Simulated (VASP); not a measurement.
# MgS: stress against strain

MgS (rock salt, Fm-3m, 17.355 Å³/atom and stress up to 0.03 GPa in the relaxed cell, cube axes along x, y and z) under a strain ε along a cube axis (axis z), the other axes held. PBEsol in VASP (plane waves, PAW), 480 eV, 10×10×10 Γ-centred mesh, Gaussian smearing 0.05 eV; ions are relaxed, or left where forces stay under 0.02 eV/Å, within the symmetry of each cell. Stress is positive for a compressed cell.

Here s stands for strain and y for stress zz.

| strain (%) | stress zz (GPa) |
|---|---|
| -3.00 | ? |
| -1.50 | 2.50 |
| -1.00 | 1.61 |
| -0.50 | 0.76 |
| 0.00 | -0.03 |
| 0.50 | -0.78 |
| 1.00 | -1.48 |
| 1.50 | -2.14 |

### Question
Fit y against s with a straight line, and predict the withheld value at s = -3.00.

### Answer
Means: s 0, y 0.063. About the means, the sum of products is -10.820 and the sum of squares of s is 7.0000; the slope is their ratio. Least squares gives y = 0.063 - 1.5457·s. Residuals (row less fit): 0.118, 0.001, -0.076, -0.093, -0.070, 0.003, 0.116; standard error 0.097 (degrees of freedom: 5). The slope gives the elastic constant C11 = 155 ± 4 GPa (± standard error of the fit, which holds the terms cut off). At the withheld row, y = 0.063 - 1.5457 × (-3.0) = 4.700 GPa. The calculation gives 5.51 GPa, 0.810 GPa above the prediction (10.6 % of the range of y in the table). The row lies outside the fitted rows, so this is an extrapolation. From the scatter of the fitted rows alone, a prediction at this place has a standard error of 0.151 GPa, so the miss is 5.4 times that.

A polynomial of degree 2 through the 12 other runs of the series gives 5.46 there, so most of the miss is curvature that the fit leaves out. Rows are the converged runs of the series near zero and its far end, less any whose ions stayed unrelaxed beside relaxed ones; series whose fitted rows scatter by over a few per cent of the range, as at a crossing or softening among them, aren't shown in this form. Most that stay on the fit to the last digits aren't either.
